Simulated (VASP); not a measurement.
These are PW91 GGA, VASP's PBE PAW potentials (set 64) (plane waves; VASP) values and carry that method's errors.

A VASP calculation is set up with these files.

File POSCAR:
```
CdS
1.0
  2.1026633081  -3.6419195010   0.0000000000
  2.1026633081   3.6419195010   0.0000000000
  0.0000000000   0.0000000000   6.8299674262
Cd S
2 2
Cart
  2.1026633081  -1.2139755949   3.4150141823
  2.1026633081   1.2139755949   0.0000304692
  2.1026633081  -1.2139755949   5.9898509636
  2.1026633081   1.2139755949   2.5748672505
```

**KPOINTS**
```
Automatic mesh
0
Gamma
6 6 3
0 0 0
```

INCAR:
```
SYSTEM  =  CdS
PREC  =  Accurate; ENCUT  =  520; LREAL  =  .FALSE.
LASPH  =  .TRUE.
EDIFF  =  1E-6; NELM  =  100; ALGO  =  Normal
LMAXMIX  =  4
ISMEAR  =  0; SIGMA  =  0.05
GGA  =  91
IBRION  =  2; NSW  =  60; ISIF  =  3
EDIFFG  =  -0.02
LWAVE  =  .FALSE.; LCHARG  =  .FALSE.
```

POTCAR, in this order: Cd S (PBE.64 set). Program: vasp_std.

Output

### OSZICAR
```
       N       E                     dE             d eps       ncg     rms          rms(c)
DAV:   1     0.249356630641E+03    0.24936E+03   -0.17714E+04   616   0.149E+03
DAV:   2     0.991466982676E+00   -0.24837E+03   -0.24182E+03   676   0.359E+02
DAV:   3    -0.133840268920E+02   -0.14375E+02   -0.14321E+02   742   0.855E+01
DAV:   4    -0.135501358073E+02   -0.16611E+00   -0.16602E+00   700   0.927E+00
DAV:   5    -0.135530790554E+02   -0.29432E-02   -0.29430E-02   760   0.119E+00    0.103E+01
DAV:   6    -0.124074787521E+02    0.11456E+01   -0.28597E+00   796   0.176E+01    0.825E+00
DAV:   7    -0.123944794556E+02    0.12999E-01   -0.79617E-01   718   0.522E+00    0.422E+00
DAV:   8    -0.123933986949E+02    0.10808E-02   -0.11200E-01   722   0.361E+00    0.531E-01
DAV:   9    -0.123903399328E+02    0.30588E-02   -0.23888E-02   806   0.192E+00    0.149E-01
DAV:  10    -0.123906928672E+02   -0.35293E-03   -0.16114E-03   700   0.352E-01    0.104E-01
DAV:  11    -0.123908120102E+02   -0.11914E-03   -0.25210E-04   806   0.117E-01    0.101E-01
DAV:  12    -0.123908425970E+02   -0.30587E-04   -0.17857E-04   688   0.796E-02    0.102E-02
DAV:  13    -0.123908432461E+02   -0.64905E-06   -0.12902E-05   760   0.264E-02    0.460E-03
DAV:  14    -0.123908446944E+02   -0.14483E-05   -0.18953E-06   582   0.742E-03    0.700E-03
DAV:  15    -0.123908440898E+02    0.60455E-06   -0.15996E-06   540   0.109E-02
   1 F= -.12390844E+02 E0= -.12390844E+02  d E =-.123908E+02
```

### OUTCAR
```
------------------------ aborting loop because EDIFF is reached ----------------------------------------
  FORCE on cell =-STRESS in cart. coord.  units (eV):
  Direction    XX          YY          ZZ          XY          YZ          ZX
  --------------------------------------------------------------------------------------
  Total       -0.0343354     -0.0343354      0.0197137      0.0000000      0.0000000      0.0000000
  in kB       -0.5259004     -0.5259004      0.3019462      0.0000000      0.0000000      0.0000000
  external PRESSURE =      -0.2499515 kB  Pullay stress =       0.0000000 kB
  volume of cell :      104.60
      direct lattice vectors                 reciprocal lattice vectors
     2.102663308 -3.641919501  0.000000000     0.237793658 -0.137290239  0.000000000
     2.102663308  3.641919501  0.000000000     0.237793658  0.137290239  0.000000000
     0.000000000  0.000000000  6.829967426     0.000000000  0.000000000  0.146413583
  FREE ENERGIE OF THE ION-ELECTRON SYSTEM (eV)
  ---------------------------------------------------
  free  energy   TOTEN  =       -12.3908440898 eV

  energy  without entropy=      -12.3908440898  energy(sigma->0) =      -12.39084409

 reached required accuracy - stopping structural energy minimisation
```
(Selected blocks of OUTCAR.)

The compound is CdS in the wurtzite structure. It was relaxed first. The start is the result of an earlier pass.
